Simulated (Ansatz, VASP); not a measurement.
# Cross-check of TaN between VASP and Ansatz

One calculation is typed for both programs; each brings its own data sets. How far apart do they land? The cell is taken from a series of runs on this material, whose earlier steps may have relaxed, scaled, displaced or heated it; both programs get it as it stands.

Method: plane waves, with VASP 6.6.1 beside it; zone-centre phonons at LDA, in Ansatz 0.2.0.

## Step 1: Set-up

It takes space group I4/mmm (No. 139, tetragonal). The conventional cell has a = 3.069 Å, b = 3.069 Å, c = 4.391 Å, α = 90.00°, β = 90.00°, γ = 90.00°. Nearest to N lie 6 Ta at 2.17 to 2.20 Å. Nearest to Ta lie 6 N at 2.17 to 2.20 Å. Farther neighbours and most contacts between anions are not listed.

## Step 2: VASP: zone-centre phonons, LDA, pair 1

Second derivatives magnify differences that forces hide, and they need a tight electronic threshold.

Lines of VASP's logs that name or quote its potential files are left out, and so is its time.

Contents of INCAR:

```
SYSTEM = TaN
PREC = Accurate
ENCUT = 600
EDIFF = 1E-08
NELM = 120
ISMEAR = 1
SIGMA = 0.2
LREAL = .FALSE.
ALGO = Normal
GGA = CA
NBANDS = 14
LASPH = .TRUE.
LORBIT = 11
LWAVE = .FALSE.
LCHARG = .FALSE.
ISIF = 2
IBRION = 8
GGA_COMPAT = .FALSE.
KPAR = 2
```

Contents of POSCAR:

```
TaN
1.0
    0.0000000000      2.1701123587      2.1955462078
    2.1701123587      0.0000000000      2.1955462078
    2.1701123587      2.1701123587      0.0000000000
N Ta
1 1
Direct
    0.0000000000      0.0000000000      0.0000000000
    0.5000000000      0.5000000000      0.5000000000
```

Contents of KPOINTS:

```
Automatic mesh
0
Gamma
16 16 16
0 0 0
```

PAW data sets: N and Ta_pv (LDA family, release 64).

The run is started by

```
mpirun -np 2 vasp_std
```

Numbers of over 12 decimals in the logs are rounded to 6 here.

The program printed:

```text
[banner, memory and clock lines left out]
running    2 mpi-ranks, on    1 nodes
 distrk:  each k-point on    1 cores,    2 groups
 distr:  one band on    1 cores,    1 groups

 POSCAR found type information on POSCAR N Ta
 POSCAR found :  2 types and       2 ions
 LDA part: xc-table for (Slater(with rela. corr.)+CA(PZ))
 , standard interpolation
 POSCAR, INCAR and KPOINTS ok, starting setup
 FFT: planning ... GRIDC
 FFT: planning ... GRID_SOFT
 FFT: planning ... GRID
 WAVECAR not read
 entering main loop
       N       E                     dE             d eps       ncg     rms          rms(c)
DAV:   1     0.951855379101E+02    0.95186E+02   -0.97760E+03  9780   0.135E+03
DAV:   2    -0.240725560699E+02   -0.11926E+03   -0.11230E+03 11878   0.331E+02
DAV:   3    -0.271592142209E+02   -0.30867E+01   -0.30494E+01 11258   0.476E+01
DAV:   4    -0.271743846658E+02   -0.15170E-01   -0.15162E-01 11536   0.353E+00
DAV:   5    -0.271744931780E+02   -0.10851E-03   -0.10851E-03 11262   0.271E-01    0.254E+01
DAV:   6    -0.242967056942E+02    0.28778E+01   -0.65460E+00 10504   0.283E+01    0.107E+01
DAV:   7    -0.241859815840E+02    0.11072E+00   -0.38237E-01 12490   0.564E+00    0.721E+00
DAV:   8    -0.241472445605E+02    0.38737E-01   -0.12766E-01 11728   0.321E+00    0.121E+00
DAV:   9    -0.241439233822E+02    0.33212E-02   -0.93865E-03 11314   0.849E-01    0.273E-01
DAV:  10    -0.241437500566E+02    0.17333E-03   -0.43225E-04 13008   0.258E-01    0.813E-02
DAV:  11    -0.241437334944E+02    0.16562E-04   -0.38852E-05 10678   0.666E-02    0.148E-02
DAV:  12    -0.241437333043E+02    0.19005E-06   -0.22116E-06 12646   0.141E-02    0.323E-03
DAV:  13    -0.241437332911E+02    0.13273E-07   -0.65004E-08 11128   0.244E-03    0.736E-04
DAV:  14    -0.241437332908E+02    0.24716E-09   -0.27315E-09  7688   0.582E-04
   1 F= -.24143733E+02 E0= -.24143114E+02  d E =-.185908E-02
 Linear response reoptimize wavefunctions to high precision
DAV:   1    -0.241437332904E+02    0.38426E-09   -0.60515E-10  7412   0.271E-04
DAV:   2    -0.241437332905E+02   -0.27967E-10   -0.99082E-11  6128   0.858E-05
 Linear response DOF=           4
 Linear response progress:
  Degree of freedom:   1/  4
       N       E                     dE             d eps       ncg     rms          rms(c)
RMM:   1    -0.233249670870E+00   -0.23325E+00    0.15269E-01 37120   0.298E+00
RMM:   2    -0.229351823146E+00    0.38978E-02   -0.43249E-03 29573   0.497E-01    0.160E-01
RMM:   3    -0.230204152594E+00   -0.85233E-03   -0.92486E-04 26522   0.186E-01    0.813E-02
RMM:   4    -0.231568476600E+00   -0.13643E-02   -0.47394E-04 27077   0.129E-01    0.224E-02
RMM:   5    -0.231673406057E+00   -0.10493E-03   -0.19965E-05 31075   0.325E-02    0.297E-03
RMM:   6    -0.231674801231E+00   -0.13952E-05   -0.18512E-06 30866   0.728E-03    0.775E-04
RMM:   7    -0.231667216671E+00    0.75846E-05   -0.12692E-07 30866   0.196E-03    0.355E-04
RMM:   8    -0.231669195872E+00   -0.19792E-05   -0.36055E-08 33130   0.682E-04    0.896E-05
RMM:   9    -0.231668501078E+00    0.69479E-06   -0.85699E-09 31884   0.236E-04    0.261E-05
RMM:  10    -0.231668361957E+00    0.13912E-06   -0.19869E-09 35049   0.755E-05    0.136E-05
RMM:  11    -0.231668377686E+00   -0.15729E-07   -0.18704E-09 32247   0.244E-05    0.616E-06
RMM:  12    -0.231668406948E+00   -0.29262E-07   -0.22307E-09 32208   0.882E-06    0.199E-06
RMM:  13    -0.231668406221E+00    0.72689E-09   -0.16354E-09 22006   0.397E-06    0.846E-07
 first order change of Fermi-energy  -0.82017E-04
 force on displaced ion       1 direction 1 :  -8.898   0.000   0.000
 Linear response progress:
  Degree of freedom:   2/  4
       N       E                     dE             d eps       ncg     rms          rms(c)
RMM:   1    -0.231612142258E+00   -0.23161E+00    0.15785E-01 20680   0.295E+00
RMM:   2    -0.228409460311E+00    0.32027E-02   -0.41287E-03 16615   0.487E-01    0.153E-01
RMM:   3    -0.229257049164E+00   -0.84759E-03   -0.87929E-04 14857   0.180E-01    0.775E-02
RMM:   4    -0.230587554136E+00   -0.13305E-02   -0.45512E-04 15060   0.127E-01    0.213E-02
RMM:   5    -0.230680141188E+00   -0.92587E-04   -0.19339E-05 17446   0.315E-02    0.276E-03
RMM:   6    -0.230677846078E+00    0.22951E-05   -0.16216E-06 17277   0.691E-03    0.755E-04
RMM:   7    -0.230671775033E+00    0.60710E-05   -0.14159E-07 17502   0.182E-03    0.358E-04
RMM:   8    -0.230672573817E+00   -0.79878E-06   -0.35816E-08 18838   0.581E-04    0.170E-04
RMM:   9    -0.230672608034E+00   -0.34217E-07    0.11992E-09 19103   0.198E-04    0.165E-05
RMM:  10    -0.230672505328E+00    0.10271E-06    0.42704E-10 18818   0.564E-05    0.133E-05
RMM:  11    -0.230672491131E+00    0.14196E-07   -0.63067E-09 18867   0.220E-05    0.187E-06
RMM:  12    -0.230672515323E+00   -0.24192E-07   -0.28883E-09 17325   0.913E-06    0.122E-06
RMM:  13    -0.230672516801E+00   -0.14775E-08   -0.41183E-10 11834   0.402E-06    0.237E-07
 first order change of Fermi-energy  -0.39294E-03
 force on displaced ion       1 direction 3 :   0.000   0.000  -7.053
 Linear response progress:
  Degree of freedom:   3/  4
       N       E                     dE             d eps       ncg     rms          rms(c)
RMM:   1    -0.134800628402E+00   -0.13480E+00    0.11388E+01 18230   0.239E+01
RMM:   2    -0.163380240222E+00   -0.28580E-01   -0.27433E-02 27430   0.146E+00    0.112E-01
RMM:   3    -0.162718580070E+00    0.66166E-03   -0.19799E-03 31696   0.277E-01    0.517E-02
RMM:   4    -0.162272758736E+00    0.44582E-03   -0.16802E-04 33977   0.858E-02    0.186E-02
RMM:   5    -0.162100784659E+00    0.17197E-03   -0.17725E-05 34483   0.239E-02    0.488E-03
RMM:   6    -0.162087988388E+00    0.12796E-04   -0.26696E-06 32907   0.849E-03    0.853E-04
RMM:   7    -0.162085607234E+00    0.23812E-05   -0.39054E-07 34886   0.239E-03    0.298E-04
RMM:   8    -0.162087419271E+00   -0.18120E-05   -0.48208E-07 36691   0.815E-04    0.775E-05
RMM:   9    -0.162088174638E+00   -0.75537E-06   -0.28807E-07 34599   0.312E-04    0.425E-05
RMM:  10    -0.162088634809E+00   -0.46017E-06   -0.26593E-07 32277   0.200E-04    0.767E-06
RMM:  11    -0.162088655828E+00   -0.21018E-07   -0.13828E-07 37908   0.858E-05    0.648E-06
RMM:  12    -0.162088638018E+00    0.17810E-07   -0.86287E-08 33818   0.457E-05    0.103E-06
RMM:  13    -0.162088645581E+00   -0.75634E-08   -0.50066E-08 32515   0.232E-05    0.897E-07
 first order change of Fermi-energy   0.20089E-03
 force on displaced ion       2 direction 1 :  -8.900   0.000   0.000
 Linear response progress:
  Degree of freedom:   4/  4
       N       E                     dE             d eps       ncg     rms          rms(c)
RMM:   1    -0.135701632130E+00   -0.13570E+00    0.11375E+01 10369   0.238E+01
RMM:   2    -0.163671110846E+00   -0.27969E-01   -0.27549E-02 15370   0.146E+00    0.104E-01
RMM:   3    -0.163082843499E+00    0.58827E-03   -0.19356E-03 17696   0.271E-01    0.486E-02
RMM:   4    -0.162678322769E+00    0.40452E-03   -0.15113E-04 18929   0.800E-02    0.184E-02
RMM:   5    -0.162508289174E+00    0.17003E-03   -0.17479E-05 19181   0.228E-02    0.431E-03
RMM:   6    -0.162502825290E+00    0.54639E-05   -0.32571E-06 18284   0.827E-03    0.793E-04
RMM:   7    -0.162502058568E+00    0.76672E-06    0.27609E-07 19507   0.237E-03    0.324E-04
RMM:   8    -0.162503385952E+00   -0.13274E-05   -0.38270E-07 20191   0.846E-04    0.101E-04
RMM:   9    -0.162504416589E+00   -0.10306E-05   -0.22071E-07 20064   0.347E-04    0.461E-05
RMM:  10    -0.162504951329E+00   -0.53474E-06   -0.49994E-09 17673   0.235E-04    0.101E-05
RMM:  11    -0.162504971229E+00   -0.19900E-07   -0.12888E-09 20653   0.942E-05    0.553E-06
RMM:  12    -0.162504950341E+00    0.20888E-07    0.21597E-08 18767   0.495E-05    0.131E-06
RMM:  13    -0.162504961854E+00   -0.11512E-07    0.82700E-09 18427   0.259E-05    0.119E-06
RMM:  14    -0.162504959822E+00    0.20313E-08    0.10619E-08 12259   0.147E-05    0.166E-06
 first order change of Fermi-energy   0.49666E-03
 force on displaced ion       2 direction 3 :   0.000   0.000  -7.052
 Linear response finished
```

OUTCAR, selected parts (step 2):

```text
ion  position               nearest neighbor table
   1  0.000  0.000  0.000-   2 2.17   2 2.17   2 2.17   2 2.17   2 2.20   2 2.20
   2  0.500  0.500  0.500-   1 2.17   1 2.17   1 2.17   1 2.17   1 2.20   1 2.20

  LATTYP: Found a body centered tetragonal cell.
 ALAT       =     3.0690023295
 C/A-ratio  =     1.4307882315

 Subroutine GETGRP returns: Found 16 space group operations
 (whereof 16 operations were pure point group operations)

The static configuration has the point symmetry D_4h.

 Found    349 irreducible k-points:

   k-points           NKPTS =    349   k-points in BZ     NKDIM =    349   number of bands    NBANDS=     14

   dimension x,y,z NGX =    28 NGY =   28 NGZ =   28
   dimension x,y,z NGXF=    56 NGYF=   56 NGZF=   56

   ENCUT  =  600.0 eV  44.10 Ry    6.64 a.u.   6.17  6.17  6.13*2*pi/ulx,y,z

   NELECT =      16.0000    total number of electrons

 k-points in reciprocal lattice and weights: Automatic mesh
   0.00000000  0.00000000  0.00000000       0.000
   0.06250000 -0.00000000  0.00000000       0.002
   0.12500000 -0.00000000  0.00000000       0.002
   0.18750000 -0.00000000  0.00000000       0.002
   0.25000000 -0.00000000  0.00000000       0.002
   0.31250000  0.00000000  0.00000000       0.002
   0.37500000 -0.00000000  0.00000000       0.002
   0.43750000 -0.00000000  0.00000000       0.002
   0.50000000 -0.00000000  0.00000000       0.001
[...]
-0.31250000  0.18750000  0.50000000       0.001
  -0.25000000  0.25000000  0.50000000       0.000

 average (electrostatic) potential at core
       1 -60.7047       2 -34.8685

  Total        0.2851433      0.2851433     -0.6273735      0.0000000     -0.0000000      0.0000000
  in kB       22.0920846     22.0920846    -48.6071014      0.0000000     -0.0000000      0.0000000
  external PRESSURE =      -1.4743107 kB  Pullay stress =       0.0000000 kB

  energy-cutoff  :      600.00
  volume of cell :       20.68
      direct lattice vectors                 reciprocal lattice vectors
     0.000000000  2.170112359  2.195546208    -0.230402817  0.230402817  0.227733763
     2.170112359  0.000000000  2.195546208     0.230402817 -0.230402817  0.227733763
     2.170112359  2.170112359  0.000000000     0.230402817  0.230402817 -0.227733763

 POSITION                                       TOTAL-FORCE (eV/Angst)
 -----------------------------------------------------------------------------------
      0.00000      0.00000      0.00000         0.000000      0.000000     -0.000000
      2.17011      2.17011      2.19555         0.000000      0.000000      0.000000
 -----------------------------------------------------------------------------------
    total drift:                                0.000000      0.000000      0.000000

 Eigenvectors and eigenvalues of the dynamical matrix
 ----------------------------------------------------

   1 f  =   12.936452 THz    81.282126 2PiTHz  431.513593 cm-1    53.500843 meV
             X         Y         Z           dx          dy          dz
      0.000000  0.000000  0.000000     0.963415    0.000000    0.000000
      2.170112  2.170112  2.195546    -0.268014    0.000000    0.000000

   2 f  =   12.936452 THz    81.282126 2PiTHz  431.513593 cm-1    53.500843 meV
             X         Y         Z           dx          dy          dz
      0.000000  0.000000  0.000000     0.000000   -0.963415   -0.000000
      2.170112  2.170112  2.195546     0.000000    0.268014    0.000000

   3 f  =   11.516707 THz    72.361604 2PiTHz  384.155994 cm-1    47.629251 meV
             X         Y         Z           dx          dy          dz
      0.000000  0.000000  0.000000    -0.000000   -0.000000    0.963425
      2.170112  2.170112  2.195546     0.000000   -0.000000   -0.267979

   4 f/i=    0.000136 THz     0.000852 2PiTHz    0.004522 cm-1     0.000561 meV
             X         Y         Z           dx          dy          dz
      0.000000  0.000000  0.000000     0.000000   -0.000000    0.267979
      2.170112  2.170112  2.195546     0.000000   -0.000000    0.963425

   5 f/i=    0.000325 THz     0.002043 2PiTHz    0.010844 cm-1     0.001344 meV
             X         Y         Z           dx          dy          dz
      0.000000  0.000000  0.000000     0.055144   -0.262280   -0.000000
      2.170112  2.170112  2.195546     0.198223   -0.942802   -0.000000

   6 f/i=    0.000325 THz     0.002043 2PiTHz    0.010844 cm-1     0.001344 meV
             X         Y         Z           dx          dy          dz
      0.000000  0.000000  0.000000    -0.262280   -0.055144   -0.000000
      2.170112  2.170112  2.195546    -0.942802   -0.198223   -0.000000

 ELASTIC MODULI CONTR FROM IONIC RELAXATION (kBar)
 Direction    XX          YY          ZZ          XY          YZ          ZX
 --------------------------------------------------------------------------------
 XX           0.0000      0.0000      0.0000      0.0000      0.0000      0.0000
 YY           0.0000      0.0000      0.0000      0.0000      0.0000      0.0000
 ZZ           0.0000      0.0000      0.0000      0.0000      0.0000      0.0000
 XY           0.0000      0.0000      0.0000      0.0000      0.0000      0.0000
 YZ           0.0000      0.0000      0.0000      0.0000      0.0000      0.0000
 ZX           0.0000      0.0000      0.0000      0.0000      0.0000      0.0000
 --------------------------------------------------------------------------------
```

Energies printed during the response cycles are not total energies of the cell.

(Continued in part 2 of 2.)

[Lines on the potential files, build, host, timing and source positions are cut from VASP's logs without a mark.]

[Logs are printed without paths, hosts, clocks, repeated set-up lines and the standing remarks that a program may print on its own settings, such as how far it seeks lower states.]

[Hosts, paths, dates, database ids (printed as entryN), source tags and the programs' standing remarks are cut or masked in the printed files.]
